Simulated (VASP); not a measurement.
A convergence study with VASP on BP (zinc blende): one setting is varied, all else stays as given below, so the limit is that of these other settings. Each run relaxes cell and ions from the cell shown. The basis is that of the starting cell, so low cut-offs carry a Pulay error.

```xyz
2
Lattice="0.0000 2.2700 2.2700 2.2700 0.0000 2.2700 2.2700 2.2700 0.0000" Properties=species:S:1:pos:R:3 pbc="T T T"
B      0.0000     0.0000     0.0000
P      1.1350     1.1350     1.1350
```

Level of theory: PBEsol GGA, VASP's PBE PAW potentials (set 64) (plane waves; VASP 6.6.1). The tightest run used: 800 eV cut-off, 8×8×8 Γ-centred mesh, Gaussian smearing of 0.050 eV, potentials B P.

Gaps are read on the run's mesh, which can miss a band edge.

Task: The settings run are ENCUT = 250; ENCUT = 300; ENCUT = 350; ENCUT = 400; ENCUT = 450; ENCUT = 500; ENCUT = 550; ENCUT = 600; ENCUT = 650; ENCUT = 700; ENCUT = 750; ENCUT = 800. From which on does the relaxed volume stay within 0.05 Å³/atom of the tightest run?

Result: From ENCUT = 350 on: it is off by 0.015 there and by no more than 0.05 in any finer run, while ENCUT = 300 is off by 0.071.
| setting | relaxed volume (Å³/atom) | E (eV/atom) | gap on the mesh (eV) | plane waves | difference judged (Å³/atom) |
|---|---|---|---|---|---|
| ENCUT = 250 | 11.337 | -6.7989 | 1.099 | 222 | 0.218 |
| ENCUT = 300 | 11.484 | -6.8281 | 1.139 | 290 | 0.071 |
| ENCUT = 350 | 11.540 | -6.8346 | 1.149 | 360 | 0.015 |
| ENCUT = 400 | 11.555 | -6.8356 | 1.150 | 444 | 0.000 |
| ENCUT = 450 | 11.555 | -6.8355 | 1.150 | 531 | 0.000 |
| ENCUT = 500 | 11.553 | -6.8357 | 1.150 | 609 | 0.002 |
| ENCUT = 550 | 11.552 | -6.8362 | 1.150 | 701 | 0.003 |
| ENCUT = 600 | 11.553 | -6.8367 | 1.150 | 799 | 0.002 |
| ENCUT = 650 | 11.554 | -6.8369 | 1.150 | 899 | 0.001 |
| ENCUT = 700 | 11.554 | -6.8370 | 1.150 | 995 | 0.000 |
| ENCUT = 750 | 11.555 | -6.8371 | 1.151 | 1106 | 0.000 |
| ENCUT = 800 | 11.555 | -6.8371 | 1.151 | 1243 | 0.000 |

Left out are rungs that failed or repeat a setting and relaxations that didn't move; long series are thinned to 24 rows.

The compound is BP in the zinc blende structure.
